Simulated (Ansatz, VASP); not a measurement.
# Cross-check of Ti (Titanium) between VASP and Ansatz, part 2 of 2

Aim: how closely do two programs agree when they are given the same cell, functional and k mesh? The cell is taken from a series of runs on this material, whose earlier steps may have relaxed, scaled, displaced or heated it; both programs get it as it stands.

VASP 6.6.1 and Ansatz 0.2.0.

So far: Starting point; VASP: zone-centre phonons, PBEsol.

## 3. Ansatz: zone-centre phonons, PBEsol

Level of this step: Ansatz beside VASP: Kohn-Sham DFT, plane waves, PBEsol (Ansatz).

Ansatz runs on its PAW soft_1 files.

The same cell, functional, mesh and smearing now go to Ansatz, which takes its cutoff from its data sets.

The input, input.yaml:

```yaml
crystal:
  lattice:
    - [2.9092334517, 0.0, 0.0]
    - [-1.4546167258, 2.5194700747, 0.0]
    - [0.0, 0.0, 4.5428530025]
  atoms:
    - { symbol: Ti, position: [0.3333330369, 0.6666669631, 0.25] }
    - { symbol: Ti, position: [0.6666669631, 0.3333330369, 0.75] }
kpoints:
  mp_grid: { grid: [18, 18, 12] }
hamiltonian:
  xc: pbesol
  pseudopotentials: { kind: paw, azcp: { folder: soft_1 }, xc_functional: pbe }
scf:
  occupations: { method: methfessel_paxton, width: 0.2 }
output:
  eigenvalues: true
phonons:
  method: dfpt
```

Started as:

```sh
$ ansatz run input.yaml --threads 4 --pin off --max-ram 10240MiB --backend cpu --events-out ev --progress --plain --runs-dir out
```

Numbers of over 12 decimals in the logs are rounded to 6 here.

What it wrote:

```text
Warning: the atoms were moved onto the symmetric positions of the space group found under crystal.symmetry.tolerance 1.0e-5 (fractional; no operation is sought that the atoms, as they stand in a round, miss by more than twice it, and no atom is moved by as much as it), and the run uses the moved positions. Before a round's move an operation carried an atom to 2.59e-6 Å from where it should land, the largest such dist [...]
zone centre: on kpoints.mp_grid the ground state, and the responses unless they are solved on pairs of k-points, stand on 637 of the mesh's 3888 k-points, reduced under 4 symmetry operations, with k and −k counted as one. Each operation leaves every solved displacement unchanged or reverses it
Engine: ansatz 0.2.0, aarch64-unknown-linux-gnu
Pseudopotentials: kind: paw
Pseudopotential: Ti, paw, valence charge 12, recommended cutoff 420 eV (normal), soft_1/Ti.paw.azcp
Functional definition: PBEsol
  exchange = pbesol_x
  correlation = pbesol_c
Crystal: 2 atoms, lattice volume = 33.298 Å³
Basis set: ecut = 420 eV, 627 PW (Γ), exchange–correlation on 40×40×64 points (8 copies of the dense FFT grid, shifted against one another)
Bands: 16, of which v1, the nominal top of the filled ones, is band 12 counted from 1 (11 counted from 0)
Symmetry: 24 space group operations
k-points: 637 of 3888 (irreducible under 4 space group operations, time reversal used)
Non-local potential: Ti, projectors of the file, l = 0: 3, l = 1: 2, l = 2: 3, l = 3: 1
PAW form: soft (Blöchl's): semilocal exchange-correlation on the pseudo side does not see the compensation charge
PAW frozen core: Ti, regenerated for the run's functional, and the local potential with it (the file was generated under x = pbe(κ = 0.804, μ = 0.219515), c = pbe(β = 0.066725))
PAW one-centre angular grid: Ti, 590 points (default); XC on 64 Gauss nodes
Initial density: superposition of atomic densities (chi_scale 0.1, normalization cell)
Initial wavefunctions: pseudopotential atomic-orbital guess
Functional: x = pbesol(κ = 0.804, μ = 0.123457), c = pbesol(β = 0.046)
SCF iter   1: F=—  HF=-4948.267946 eV  |F-HF|=—  |Δ(HF+E_count)|=         —  Δρ=6.43e-2  dr2=1.40e0  ethr=3.10e-3  ⟨swp⟩=4.3  Hψ=89317  notcnv=0
automatic band count: the SCF goes on with 20 bands, as 16 were too few: they end inside the smearing window of the response
preconditioner: auto → none  [metal: Δε(μ)=0.004 eV  Ē_g=4.744 eV  σ=0.200 eV  W_gap=0.02  n_scr=8 (ndim 8)  ℏωp=18.2 eV  f_vac=0.000  D(μ)=1.54/eV (n_scr^D=22)  sad-step TF]
SCF iter   2: F=—  HF=-4947.953853 eV  |F-HF|=—  |Δ(HF+E_count)|=   3.14e-1  S|Δr|=    0.00e0  Δρ=3.68e-2  dr2=4.84e-1  ethr=3.10e-3  ⟨swp⟩=2.0  Hψ=21462  notcnv=0  defer=871
SCF iter   3: F=—  HF=-4947.797090 eV  |F-HF|=—  |Δ(HF+E_count)|=   1.57e-1  S|Δr|=    0.00e0  Δρ=1.47e-3  dr2=3.49e-4  ethr=2.02e-3  ⟨swp⟩=2.8  Hψ=22088  notcnv=0  defer=871
SCF iter   4: F=—  HF=-4947.797138 eV  |F-HF|=—  |Δ(HF+E_count)|=   4.76e-5  S|Δr|=    0.00e0  Δρ=1.09e-4  dr2=2.38e-6  ethr=1.45e-6  ⟨swp⟩=2.4  Hψ=22512  notcnv=0  defer=822
SCF iter   5: F=—  HF=-4947.797144 eV  |F-HF|=—  |Δ(HF+E_count)|=   6.24e-6  S|Δr|=    0.00e0  Δρ=6.05e-5  dr2=9.10e-7  ethr=9.90e-9  ⟨swp⟩=2.0  Hψ=20506  notcnv=0  defer=822
SCF iter   6: F=—  HF=-4947.797144 eV  |F-HF|=—  |Δ(HF+E_count)|=   2.76e-7  S|Δr|=    0.00e0  Δρ=9.13e-6  dr2=1.50e-8  ethr=3.79e-9  ⟨swp⟩=3.0  Hψ=20024  notcnv=0  defer=822
SCF iter   7: F=—  HF=-4947.797144 eV  |F-HF|=—  |Δ(HF+E_count)|=   6.46e-9  S|Δr|=    0.00e0  Δρ=9.26e-7  dr2=2.14e-10  ethr=6.27e-11  ⟨swp⟩=3.0  Hψ=20328  notcnv=0  defer=822
SCF iter   8: F=-4947.797144 eV  HF=-4947.797144 eV  |F-HF|=1.82e-12  |Δ(HF+E_count)|=  9.37e-11  S|Δr|=    0.00e0  Δρ=4.03e-8  dr2=1.71e-13  ethr=1.00e-12  ⟨swp⟩=9.0  Hψ=50694  notcnv=0
SCF 1 converged in 8 iterations: F = -4947.797144 eV  dr2 = 1.71e-13
  greatest PAW one-centre occupation: 0.999 electrons in one spin orbital (limit 2), on the Ti atom at site 1 (counted from 0), in its partial waves of l = 0
DFPT response loops at Γ: preconditioner auto → Kerker (q_TF=auto, 2.583 Å⁻¹) (partly filled bands, converged f_vac=0.000); β = 1.00, the filter's whole step (`scf.mixing.beta` (0.50) is not read by the response loops under this deck's `scf.mixing.preconditioner`; to damp them name `kerker` or `kerker_dos`, under which they read `scf.mixing.beta`, and type it under 1.00, their step now; both keys bind the ground state too); Broyden in place of MSR1
SCF converged after 8 iterations
Stability not checked: this state was not tested for a lower state beside it, because cold or Methfessel-Paxton smearing, or corrected tetrahedra, fill the levels in a way that the test cannot read (fill_not_monotonic; see scf.lower_state_search)
Free energy (F): -4947.797144 eV
Harris-Foulkes:  -4947.797144 eV  (|F-HF|=1.82e-12)
Internal energy: -4947.801743 eV  (E = F + TS)
E sigma→0 (E₀):  -4947.798294 eV
Entropy (-TS):   0.004599 eV (2.299 meV/atom)
Fermi energy:    13.853872 eV
Step filling:    the computed levels leave a gap of 0.0000 eV = 0.0 smearing widths at the electron count; against every level under it full and every level over it empty, smearing changes F+E_penalty+E_count by +2.119 meV and its σ→0 estimate by +0.970 meV
--- Per-component energies (eV) ---
  E_band       = -300.701047
  E_kinetic    = 563.784657
  E_local      = -1700.572160  (includes V_loc(G=0)·N_el)
  E_nonlocal   = 123.868125
  E_hartree    = 675.263110
  E_xc         = -230.939155
  E_vxc        = -290.555720  (∫ρ·V_xc dr)
  E_paw        = -2034.805674  (= ΣΔE_a)
  E_vpaw       = -347.752018  (= ΣTr[D̂ρ^β])
  E_aug_tail   = -0.000161  (compensation charges beyond the density's cutoff)
  E_ewald      = -2344.679254
  E_core_change = 0.278769  (= ΣΔE_core)
  E_smearing   = 0.004599  (= −TS)
  E_closure    = -0.000000  (closes the sum)
  Σ components = -4947.797144   (vs F -4947.797144, Δ=0.00e0)
--- Band table (eV; the first three rows and the last of 637) ---
  k-point 0: bands = [... 8 lower, 7.5594, 11.0451, 14.6152, 14.6152, 14.8563, 14.8622, 15.1766, 15.1766, ... 4 higher]
  k-point 1: bands = [... 8 lower, 7.6218, 11.0244, 14.5755, 14.5755, 14.7422, 14.8200, 15.1377, 15.1377, ... 4 higher]
  k-point 2: bands = [... 8 lower, 7.8065, 10.9463, 14.4510, 14.4964, 14.4964, 14.7153, 15.0329, 15.0329, ... 4 higher]
  k-point 636: bands = [... 8 lower, 11.7532, 11.7532, 13.2547, 13.2547, 13.7329, 13.7329, 15.4635, 15.4635, ... 4 higher]
--- Phonons (Γ-DFPT): 2 representative perturbations + reference, on 637 of 3888 k-points (Σ response iterations 6) ---
  k mesh reduced under 4 symmetry operations, with k and −k counted as one. Each operation leaves every solved displacement unchanged or reverses it
  ASR residual: 1.165e-5 → 0.000e0 eV/Å²; symmetrization residual: 4.256e-10 eV/Å²
  ASR residual per site (eV/Å²): 1.17e-5 1.17e-5
  Γ frequencies (cm⁻¹): 0.00 0.00 0.00 129.22 129.22 204.24
  non-analytic LO–TO correction: not included (Born effective charges unavailable; polar crystals: no LO–TO splitting at Γ)
```

## 4. Side by side

Known differences besides the potentials themselves: the cutoff is 420 eV in Ansatz and 500 eV in VASP; Ansatz makes its cores anew for this functional, VASP keeps those of its PBE data sets. Total energies have different zeros and are not compared.

Compared:

| quantity | Ansatz | VASP | difference |
| --- | --- | --- | --- |
| optical mode 1 to 2 (cm⁻¹) | 129.2 | 129.1 | +0.06 % |
| optical mode 3 (cm⁻¹) | 204.2 | 205.5 | -0.62 % |

Modes are paired by rising frequency, not by their patterns, so a pair may set unlike modes beside each other; they are those without the splitting of longitudinal modes.

## 5. What came out

| Item | Value |
| --- | --- |
| r.m.s. difference of the optical zone-centre modes, each program's sorted by frequency (zone-centre phonons, PBEsol) | 0.74 cm⁻¹ |
| difference in optical mode 3 (zone-centre phonons, PBEsol) | -0.6 % |

What this shows: The r.m.s. difference of the optical zone-centre modes, each program's sorted by frequency is 0.74 cm⁻¹ (zone-centre phonons, PBEsol). Among the rows given in per cent, the largest difference of the zone-centre phonons, PBEsol pair is in optical mode 3, -0.6 %. How closely two codes agree says nothing of how well the functional describes the real material.

[Lines on the potential files, build, host, timing and source positions are cut from VASP's logs without a mark.]

[Logs are printed without paths, hosts, clocks, repeated set-up lines and the standing remarks that a program may print on its own settings, such as how far it seeks lower states.]

[Hosts, paths, dates, database ids (printed as entryN), source tags and the programs' standing remarks are cut or masked in the printed files.]
